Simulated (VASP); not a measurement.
```xyz
2
Lattice="0.0000 2.3020 2.3020 2.3020 0.0000 2.3020 2.3020 2.3020 0.0000" Properties=species:S:1:pos:R:3 pbc="T T T"
Ga     0.0000     0.0000     0.0000
N      3.4529     3.4529     3.4529
```

These are PBE GGA, VASP's PBE PAW potentials (set 64) (plane waves; VASP) values and carry that method's errors. Settings: 400 eV cut-off, 6×6×6 Γ-centred mesh, Gaussian smearing of 0.010 eV, potentials Ga_d N.

At this cut-off the stress carries a Pulay error, which pulls relaxed volumes low.

**Question.** Predict the energy per atom (σ→0), pressure, band gap (on the k-mesh) with the smallest direct gap where there is one.

**Answer.** 
| Item | Value |
|---|---|
| band gap (on the k-mesh) | 1.30 eV |
| smallest direct gap (on the k-mesh) | 1.30 eV |
| energy per atom (σ→0) | -6.069 eV/atom |
| pressure | -8.85 GPa |

The structure comes from a computed database's GaN entry; how it stands against other phases isn't given here. The cell was not relaxed at this level.
